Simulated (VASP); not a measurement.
Computed with PBE GGA, VASP's PBE PAW potentials (set 64) (plane waves; VASP).

VASP input:

File POSCAR:
```
CsBr
4.3908080
  1.0000000552   0.0000000000   0.0000000000
  0.0000000000   1.0000000552   0.0000000000
  0.0000000000   0.0000000000   1.0000000552
Cs Br
1 1
Cart
  0.0000000000   0.0000000000   0.0000000000
  0.5000000276   0.5000000276   0.5000000276
```

### KPOINTS
```
Automatic mesh
0
G
  6 6 6
```

INCAR:
```
! general
SYSTEM   =  CsBr
PREC     =  Accurate
ENCUT    =  520
LREAL    =  .FALSE.   ! projection in real space or not
LASPH    =  .TRUE.   ! aspherical one-centre terms

! electronic loop
EDIFF    =  1E-6
NELM     =  100   ! most electronic steps
ALGO     =  Normal
LMAXMIX  =  4   ! l cut-off of mixed one-centre charges

! smearing
ISMEAR   =  0   ! Gaussian
SIGMA    =  0.05   ! width (eV)

! functional
GGA      =  PE

! output
LWAVE    =  .FALSE.
LCHARG   =  .TRUE.
```

POTCAR, in this order: Cs_sv Br (PBE.64 set). Program: vasp_std.

What will the output report for the number of irreducible k-points (NKPTS), largest plane-wave count, number of space-group operations, FFT grid (NGX, NGY, NGZ)?

```yaml
number of irreducible k-points (NKPTS): 20
largest_plane_wave_count: 2301
number_of_space_group_operations: 48
FFT grid (NGX, NGY, NGZ): 36 × 36 × 36
```

The compound is CsBr in the CsCl type structure. It was relaxed first, which changed the volume by +7 %.
